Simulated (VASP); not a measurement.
## GW on InP: a test of the settings

Aim: test the GW correction to the gap of InP. The starting structure is a measured crystal structure from the Crystallography Open Database. Cell and atoms stay as given.

Method: GW on LDA orbitals, with plane waves and PAW data sets made for GW, in VASP 6.6.1.

## (1) Set-up

Symmetry: F-43m, No. 216, cubic system. Conventional cell: a = 5.869 Å, b = 5.869 Å, c = 5.869 Å, α = 90.00°, β = 90.00°, γ = 90.00°. In has 4 P at 2.54 Å nearest. P has 4 In at 2.54 Å nearest. Farther neighbours are not listed.

As a file:

```
In P
1.0
     0.00000    2.93435    2.93435
     2.93435    0.00000    2.93435
     2.93435    2.93435    0.00000
In P
1 1
Direct
  0.00000 0.00000 0.00000
  0.75000 0.75000 0.75000
```

## (2) G0W0 (response cutoff 100 eV, 3×3×3 mesh)

It reads the orbitals and their derivatives (WAVECAR and WAVEDER) of a run with the empty bands, which follows a ground-state run; neither is shown.

File INCAR:

```
SYSTEM = InP
PREC = Accurate
ENCUT = 300
ISMEAR = 0
SIGMA = 0.01
LREAL = .FALSE.
GGA = CA
NBANDS = 116
ALGO = EVGW0
NELMGW = 1
ENCUTGW = 100
NOMEGA = 40
PRECFOCK = Fast
NBANDSGW = 20
LWAVE = .FALSE.
LCHARG = .FALSE.
```

File POSCAR:

```
InP
1.0
    0.0000000000      2.9343500000      2.9343500000
    2.9343500000      0.0000000000      2.9343500000
    2.9343500000      2.9343500000      0.0000000000
In P
1 1
Direct
    0.0000000000      0.0000000000      0.0000000000
    0.7500000000      0.7500000000      0.7500000000
```

File KPOINTS:

```
Automatic mesh
0
Gamma
3 3 3
0 0 0
```

Potentials, in the order of the species: In_d_GW and P_GW (LDA family, release 64).

Started as:

```
> mpirun -np 4 vasp_std
```

Output:

```text
[banner, memory and clock lines left out]
running    4 mpi-ranks, on    1 nodes
 distrk:  each k-point on    4 cores,    1 groups
 distr:  one band on    1 cores,    4 groups

 POSCAR found type information on POSCAR InP
 POSCAR found :  2 types and       2 ions
|                                                                             |
|           W    W    AA    RRRRR   N    N  II  N    N   GGGG   !!!           |
|           W    W   A  A   R    R  NN   N  II  NN   N  G    G  !!!           |
|           W    W  A    A  R    R  N N  N  II  N N  N  G       !!!           |
|           W WW W  AAAAAA  RRRRR   N  N N  II  N  N N  G  GGG   !            |
|           WW  WW  A    A  R   R   N   NN  II  N   NN  G    G                |
|           W    W  A    A  R    R  N    N  II  N    N   GGGG   !!!           |
|                                                                             |
|     The default for ENCUTGWSOFT is different in this version of VASP.       |
|     please manually set ENCUTGWSOFT =100 in the INCAR file.                 |
|                                                                             |

 LDA part: xc-table for (Slater(with rela. corr.)+CA(PZ))
 , standard interpolation
 found WAVECAR, reading the header
 POSCAR, INCAR and KPOINTS ok, starting setup
 FFT: planning ... GRIDC
 FFT: planning ... GRID_SOFT
 FFT: planning ... GRID
 reading WAVECAR
 the WAVECAR file was read successfully
 initial charge from wavefunction
 available memory per node:     63.46 GB, setting MAXMEM to     64980

 The Fermi energy was updated, please check that it is located mid-gap
 values below the HOMO (VB) or above the LUMO (CB) will cause erroneous energies
 E-fermi :   4.0324

 calculate exact exchange contribution
 the WAVEDER file was read successfully
|                                                                             |
|           W    W    AA    RRRRR   N    N  II  N    N   GGGG   !!!           |
|           W    W   A  A   R    R  NN   N  II  NN   N  G    G  !!!           |
|           W    W  A    A  R    R  N N  N  II  N N  N  G       !!!           |
|           W WW W  AAAAAA  RRRRR   N  N N  II  N  N N  G  GGG   !            |
|           WW  WW  A    A  R   R   N   NN  II  N   NN  G    G                |
|           W    W  A    A  R    R  N    N  II  N    N   GGGG   !!!           |
|                                                                             |
|     Automatic setting of frequency mesh for GW failed. Frequency mesh       |
|     properly not suitable for determining QP energies. Consider             |
|     increasing number of kpoints.                                           |
|                                                                             |

energies w=
    0.000    0.000    0.319    0.000    0.637    0.000    0.951    0.000
    1.259    0.000    1.562    0.000    1.858    0.000    2.147    0.000
    2.430    0.000    2.706    0.000    2.979    0.000    3.247    0.000
    3.513    0.000    3.779    0.000    4.044    0.000    4.313    0.000
    4.586    0.000    4.865    0.000    5.153    0.000    5.453    0.000
    5.768    0.000    6.102    0.000    6.460    0.000    6.847    0.000
    7.270    0.000    7.738    0.000    8.263    0.000    8.861    0.000
    9.552    0.000   10.364    0.000   11.340    0.000   12.539    0.000
   14.053    0.000   16.030    0.000   18.726    0.000   22.620    0.000
   28.723    0.000   39.613    0.000   64.390    0.000  174.732    0.000
 responsefunction array rank=     120
 LDA part: xc-table for (Slater(with rela. corr.)+CA(PZ))
 , standard interpolation

 min. memory requirement per mpi rank     70.3 MB, per node    281.2 MB

 allocating  10 responsefunctions rank=   120
 shmem allocating  40 responsefunctions rank=   120
 response function shared by NCSHMEM nodes    1
 Doing           10  frequencies on each core in blocks of           40
NQ=   1    0.0000    0.0000    0.0000,
|.........|.........|.........|.........|.........|.........|.........|.........
 performed         70000 updates of chi_q(r,r)
 total number of BLAS operations          7.21 Gflops
NQ=   2    0.3333    0.0000    0.0000,
|.........|.........|.........|.........|.........|.........|.........|.........
 performed        200000 updates of chi_q(r,r)
 total number of BLAS operations         21.54 Gflops
NQ=   3    0.3333    0.3333    0.0000,
|.........|.........|.........|.........|.........|.........|.........|.........
 performed        335000 updates of chi_q(r,r)
 total number of BLAS operations         35.39 Gflops
NQ=   4   -0.3333    0.3333    0.0000,
|.........|.........|.........|.........|.........|.........|.........|.........
 performed        503000 updates of chi_q(r,r)
 total number of BLAS operations         53.47 Gflops
 resolving degeneracies of screened two electron integrals

 calculate QP shifts <psi_nk| G(iteration)W_0 |psi_nk>: iteration 1
 entering main loop
```

It took 6.4 s on 4 MPI ranks of Intel Xeon 6975P-C (Granite Rapids), shared host; peak memory 0.51 GiB.

Lines that name or quote the potential files are left out of all logs, and their timing lines are given in words.

OUTCAR, selected parts (step 2):

```text
ion  position               nearest neighbor table
   1  0.000  0.000  0.000-   2 2.54   2 2.54   2 2.54   2 2.54
   2  0.750  0.750  0.750-   1 2.54   1 2.54   1 2.54   1 2.54

  LATTYP: Found a face centered cubic cell.
 ALAT       =     5.8687000000

 Subroutine GETGRP returns: Found 24 space group operations
 (whereof 24 operations were pure point group operations)

The static configuration has the point symmetry T_d .

 Found      4 irreducible k-points:

   k-points           NKPTS =      4   k-points in BZ     NKDIM =     27   number of bands    NBANDS=    116

   dimension x,y,z NGX =    24 NGY =   24 NGZ =   24
   dimension x,y,z NGXF=    48 NGYF=   48 NGZF=   48

   ENCUT  =  300.0 eV  22.05 Ry    4.70 a.u.   5.86  5.86  5.86*2*pi/ulx,y,z

   NELECT =      18.0000    total number of electrons

  energy-cutoff  :      300.00
  volume of cell :       50.53
      direct lattice vectors                 reciprocal lattice vectors
     0.000000000  2.934350000  2.934350000    -0.170395488  0.170395488  0.170395488
     2.934350000  0.000000000  2.934350000     0.170395488 -0.170395488  0.170395488
     2.934350000  2.934350000  0.000000000     0.170395488  0.170395488 -0.170395488

 k-points in reciprocal lattice and weights: Automatic mesh
   0.00000000  0.00000000  0.00000000       0.037
   0.33333333  0.00000000  0.00000000       0.296
   0.33333333  0.33333333  0.00000000       0.222
  -0.33333333  0.33333333  0.00000000       0.444

 E-fermi :   4.0324

 QP shifts <psi_nk| G(iteration)W_0 |psi_nk>: iteration 1
 for sc-GW calculations column KS-energies equals QP-energies in previous step
 and V_xc(KS)=  KS-energies - (<T + V_ion + V_H > + <T+V_H+V_ion>^1  + <V_x>^1)
 k-point   1 :       0.0000    0.0000    0.0000
  band No.  KS-energies  QP-energies   sigma(KS)   V_xc(KS)     V^pw_x(r,r')   Z            occupation Imag(sigma)
    ...
      6      -7.7264      -8.0002     -11.8637     -11.4589     -18.1685       0.6764       2.0000       1.0751
      7       3.8187       3.5828     -12.7041     -12.3892     -14.3114       0.7490       2.0000       0.1390
      8       3.8187       3.5828     -12.7041     -12.3892     -14.3114       0.7490       2.0000       0.1390
      9       3.8187       3.5828     -12.7041     -12.3892     -14.3114       0.7490       2.0000       0.1390
     10       4.2461       4.6528     -10.8140     -11.3432      -6.5876       0.7685       0.0000      -0.0195
     11       7.6790       8.0223      -9.8953     -10.3428      -5.3760       0.7672       0.0000      -0.0584
     12       7.6790       8.0223      -9.8953     -10.3428      -5.3760       0.7672       0.0000      -0.0584
     13       7.6790       8.0223      -9.8953     -10.3428      -5.3760       0.7672       0.0000      -0.0584
    ...

 k-point   2 :       0.3333    0.0000    0.0000
  band No.  KS-energies  QP-energies   sigma(KS)   V_xc(KS)     V^pw_x(r,r')   Z            occupation Imag(sigma)
    ...
      6      -6.5932      -6.9091     -12.4039     -11.9361     -18.2891       0.6752       2.0000       0.9037
      7      -0.8751      -1.2269     -11.6717     -11.1887     -14.3647       0.7283       2.0000       0.2795
      8       3.0144       2.7438     -12.3325     -11.9706     -14.0915       0.7478       2.0000       0.1490
      9       3.0144       2.7438     -12.3325     -11.9706     -14.0915       0.7478       2.0000       0.1490
     10       5.2125       5.5626     -10.2671     -10.7222      -5.9980       0.7693       0.0000      -0.0265
     11       8.4785       8.8099      -9.8029     -10.2361      -5.1197       0.7649       0.0000      -0.0862
     12       8.4785       8.8099      -9.8029     -10.2361      -5.1197       0.7649       0.0000      -0.0862
     13       9.8532      10.1796      -9.8977     -10.3325      -4.8254       0.7505       0.0000      -0.1582
    ...

 k-point   3 :       0.3333    0.3333    0.0000
  band No.  KS-energies  QP-energies   sigma(KS)   V_xc(KS)     V^pw_x(r,r')   Z            occupation Imag(sigma)
    ...
      6      -6.2073      -6.5215     -12.4731     -12.0068     -18.2215       0.6738       2.0000       0.8515
      7      -0.7623      -1.0821     -12.2245     -11.7877     -14.8455       0.7323       2.0000       0.2761
      8       1.8621       1.5346     -11.7954     -11.3560     -13.8200       0.7454       2.0000       0.1642
      9       1.8621       1.5346     -11.7954     -11.3560     -13.8200       0.7454       2.0000       0.1642
     10       5.6085       5.8004      -9.0624      -9.3098      -4.9171       0.7761       0.0000      -0.0492
     11       6.4537       6.7186      -9.7875     -10.1336      -5.4259       0.7654       0.0000      -0.0545
     12      11.1977      11.6262     -10.5172     -11.0928      -5.0981       0.7443       0.0000      -0.1951
     13      11.1977      11.6262     -10.5172     -11.0928      -5.0981       0.7443       0.0000      -0.1951
    ...

 k-point   4 :      -0.3333    0.3333    0.0000
  band No.  KS-energies  QP-energies   sigma(KS)   V_xc(KS)     V^pw_x(r,r')   Z            occupation Imag(sigma)
    ...
      6      -5.4454      -5.7825     -13.0048     -12.5090     -18.5572       0.6798       2.0000       0.7598
      7      -1.8175      -2.1688     -11.8584     -11.3686     -14.8582       0.7173       2.0000       0.3288
      8       0.3236      -0.0533     -10.9194     -10.4114     -13.1534       0.7419       2.0000       0.2066
      9       2.0989       1.7835     -11.9253     -11.5019     -13.8893       0.7450       2.0000       0.1598
     10       6.1938       6.4375      -9.4663      -9.7825      -5.1654       0.7707       0.0000      -0.0519
     11       8.7403       9.1380     -10.5468     -11.0783      -5.6370       0.7482       0.0000      -0.1111
     12      10.4192      10.8118     -10.0684     -10.5907      -4.8512       0.7517       0.0000      -0.1605
     13      10.6884      10.9772      -9.7853     -10.1661      -4.8650       0.7584       0.0000      -0.1519
    ...
```

G0W0 (response cutoff 100 eV, 3×3×3 mesh): the quasiparticle gap on this mesh is 1.070 eV, +0.643 eV from the LDA gap on the same points, with 116 bands.

## (3) G0W0 (response cutoff 160 eV, 3×3×3 mesh)

It reads the orbitals and their derivatives (WAVECAR and WAVEDER) of a run with the empty bands, which follows a ground-state run; neither is shown.

Edit INCAR of step 2 so:

```diff
@@ -7,6 +7,6 @@
 GGA = CA
-NBANDS = 116
+NBANDS = 236
 ALGO = EVGW0
 NELMGW = 1
-ENCUTGW = 100
+ENCUTGW = 160
 NOMEGA = 40
```

POSCAR is that of step 2.

KPOINTS is that of step 2.

Started as:

```
> mpirun -np 4 vasp_std
```

Output:

```text
[banner, memory and clock lines left out]
running    4 mpi-ranks, on    1 nodes
[...]
|                                                                             |
|           W    W    AA    RRRRR   N    N  II  N    N   GGGG   !!!           |
|           W    W   A  A   R    R  NN   N  II  NN   N  G    G  !!!           |
|           W    W  A    A  R    R  N N  N  II  N N  N  G       !!!           |
|           W WW W  AAAAAA  RRRRR   N  N N  II  N  N N  G  GGG   !            |
|           WW  WW  A    A  R   R   N   NN  II  N   NN  G    G                |
|           W    W  A    A  R    R  N    N  II  N    N   GGGG   !!!           |
|                                                                             |
|     The default for ENCUTGWSOFT is different in this version of VASP.       |
|     please manually set ENCUTGWSOFT =160 in the INCAR file.                 |
|                                                                             |

 LDA part: xc-table for (Slater(with rela. corr.)+CA(PZ))
[...]
min. memory requirement per mpi rank    125.6 MB, per node    502.3 MB

 allocating  10 responsefunctions rank=   260
 shmem allocating  40 responsefunctions rank=   260
 response function shared by NCSHMEM nodes    1
 Doing           10  frequencies on each core in blocks of           40
NQ=   1    0.0000    0.0000    0.0000,
|.........|.........|.........|.........|.........|.........|.........|.........
 performed        148000 updates of chi_q(r,r)
 total number of BLAS operations         79.47 Gflops
NQ=   2    0.3333    0.0000    0.0000,
|.........|.........|.........|.........|.........|.........|.........|.........
 performed        418000 updates of chi_q(r,r)
 total number of BLAS operations        196.07 Gflops
NQ=   3    0.3333    0.3333    0.0000,
|.........|.........|.........|.........|.........|.........|.........|.........
 performed        698000 updates of chi_q(r,r)
 total number of BLAS operations        310.58 Gflops
NQ=   4   -0.3333    0.3333    0.0000,
|.........|.........|.........|.........|.........|.........|.........|.........
 performed       1044000 updates of chi_q(r,r)
 total number of BLAS operations        457.15 Gflops
 resolving degeneracies of screened two electron integrals

 calculate QP shifts <psi_nk| G(iteration)W_0 |psi_nk>: iteration 1
 entering main loop
[key lines of the parts left out:]
E-fermi :   4.0324
```

Wall time 13 s (4 MPI ranks); peak memory 0.75 GiB; 51 s of CPU time.

Parts of OUTCAR (step 3):

```text
 QP shifts <psi_nk| G(iteration)W_0 |psi_nk>: iteration 1
 for sc-GW calculations column KS-energies equals QP-energies in previous step
 and V_xc(KS)=  KS-energies - (<T + V_ion + V_H > + <T+V_H+V_ion>^1  + <V_x>^1)
 k-point   1 :       0.0000    0.0000    0.0000
  band No.  KS-energies  QP-energies   sigma(KS)   V_xc(KS)     V^pw_x(r,r')   Z            occupation Imag(sigma)
    ...
      6      -7.7264      -8.1449     -12.0772     -11.4589     -18.1685       0.6770       2.0000       0.7081
      7       3.8187       3.3771     -12.9799     -12.3892     -14.3114       0.7476       2.0000      -0.1990
      8       3.8187       3.3771     -12.9799     -12.3892     -14.3114       0.7476       2.0000      -0.1990
      9       3.8187       3.3771     -12.9799     -12.3892     -14.3114       0.7476       2.0000      -0.1990
     10       4.2461       4.4692     -11.0524     -11.3432      -6.5876       0.7669       0.0000      -0.3743
     11       7.6790       7.8826     -10.0772     -10.3428      -5.3760       0.7663       0.0000      -0.3729
     12       7.6790       7.8826     -10.0772     -10.3428      -5.3760       0.7663       0.0000      -0.3729
     13       7.6790       7.8826     -10.0772     -10.3428      -5.3760       0.7663       0.0000      -0.3729
    ...

[... 1 part as in an earlier step ...]

[... 2 further parts left out ...]
[key lines of the parts left out:]
E-fermi :   4.0324
```

G0W0 (response cutoff 160 eV, 3×3×3 mesh): the quasiparticle gap on this mesh is 1.092 eV, +0.665 eV from the LDA gap on the same points, with 236 bands.

## (4) G0W0 (response cutoff 240 eV, 3×3×3 mesh)

It reads the orbitals and their derivatives (WAVECAR and WAVEDER) of a run with the empty bands, which follows a ground-state run; neither is shown.

Edit INCAR of step 3 so:

```diff
@@ -7,6 +7,6 @@
 GGA = CA
-NBANDS = 236
+NBANDS = 428
 ALGO = EVGW0
 NELMGW = 1
-ENCUTGW = 160
+ENCUTGW = 240
 NOMEGA = 40
```

POSCAR is that of step 3.

KPOINTS is that of step 3.

Started as:

```
> mpirun -np 4 vasp_std
```

Output:

```text
[banner, memory and clock lines left out]
running    4 mpi-ranks, on    1 nodes
[...]
|                                                                             |
|           W    W    AA    RRRRR   N    N  II  N    N   GGGG   !!!           |
|           W    W   A  A   R    R  NN   N  II  NN   N  G    G  !!!           |
|           W    W  A    A  R    R  N N  N  II  N N  N  G       !!!           |
|           W WW W  AAAAAA  RRRRR   N  N N  II  N  N N  G  GGG   !            |
|           WW  WW  A    A  R   R   N   NN  II  N   NN  G    G                |
|           W    W  A    A  R    R  N    N  II  N    N   GGGG   !!!           |
|                                                                             |
|     The default for ENCUTGWSOFT is different in this version of VASP.       |
|     please manually set ENCUTGWSOFT =240 in the INCAR file.                 |
|                                                                             |

 LDA part: xc-table for (Slater(with rela. corr.)+CA(PZ))
[...]
min. memory requirement per mpi rank    238.4 MB, per node    953.4 MB

 allocating  10 responsefunctions rank=   432
 shmem allocating  40 responsefunctions rank=   432
 response function shared by NCSHMEM nodes    1
 Doing           10  frequencies on each core in blocks of           40
NQ=   1    0.0000    0.0000    0.0000,
|.........|.........|.........|.........|.........|.........|.........|.........
 performed        272000 updates of chi_q(r,r)
 total number of BLAS operations        367.73 Gflops
NQ=   2    0.3333    0.0000    0.0000,
|.........|.........|.........|.........|.........|.........|.........|.........
 performed        766000 updates of chi_q(r,r)
 total number of BLAS operations       1082.53 Gflops
NQ=   3    0.3333    0.3333    0.0000,
|.........|.........|.........|.........|.........|.........|.........|.........
 performed       1277000 updates of chi_q(r,r)
 total number of BLAS operations       1846.63 Gflops
NQ=   4   -0.3333    0.3333    0.0000,
|.........|.........|.........|.........|.........|.........|.........|.........
 performed       1908000 updates of chi_q(r,r)
 total number of BLAS operations       2785.30 Gflops
 resolving degeneracies of screened two electron integrals

 calculate QP shifts <psi_nk| G(iteration)W_0 |psi_nk>: iteration 1
 entering main loop
[key lines of the parts left out:]
E-fermi :   4.0324
```

Wall time 34 s (4 MPI ranks); peak memory 1.2 GiB; 2.2 min of CPU time.

OUTCAR, selected parts (step 4):

```text
 QP shifts <psi_nk| G(iteration)W_0 |psi_nk>: iteration 1
 for sc-GW calculations column KS-energies equals QP-energies in previous step
 and V_xc(KS)=  KS-energies - (<T + V_ion + V_H > + <T+V_H+V_ion>^1  + <V_x>^1)
 k-point   1 :       0.0000    0.0000    0.0000
  band No.  KS-energies  QP-energies   sigma(KS)   V_xc(KS)     V^pw_x(r,r')   Z            occupation Imag(sigma)
    ...
      6      -7.7264      -8.2211     -12.1971     -11.4589     -18.1685       0.6701       2.0000       0.7084
      7       3.8187       3.2485     -13.1508     -12.3892     -14.3114       0.7486       2.0000      -0.1988
      8       3.8187       3.2485     -13.1508     -12.3892     -14.3114       0.7486       2.0000      -0.1988
      9       3.8187       3.2485     -13.1508     -12.3892     -14.3114       0.7486       2.0000      -0.1988
     10       4.2461       4.3406     -11.2194     -11.3432      -6.5876       0.7631       0.0000      -0.3341
     11       7.6790       7.7971     -10.1891     -10.3428      -5.3760       0.7678       0.0000      -0.3220
     12       7.6790       7.7971     -10.1891     -10.3428      -5.3760       0.7678       0.0000      -0.3220
     13       7.6790       7.7971     -10.1891     -10.3428      -5.3760       0.7678       0.0000      -0.3220
    ...

[... 1 part as in an earlier step ...]

[... 2 further parts left out ...]
[key lines of the parts left out:]
E-fermi :   4.0324
```

G0W0 (response cutoff 240 eV, 3×3×3 mesh): the quasiparticle gap on this mesh is 1.092 eV, +0.665 eV from the LDA gap on the same points, with 428 bands.

(Part 1 of 2 ends here.)

[Lines on the potential files, build, host, timing and source positions are cut from VASP's logs without a mark.]

[Logs are printed without paths, hosts, clocks, repeated set-up lines and the standing remarks that a program may print on its own settings, such as how far it seeks lower states.]

[Hosts, paths, dates, database ids (printed as entryN), source tags and the programs' standing remarks are cut or masked in the printed files.]
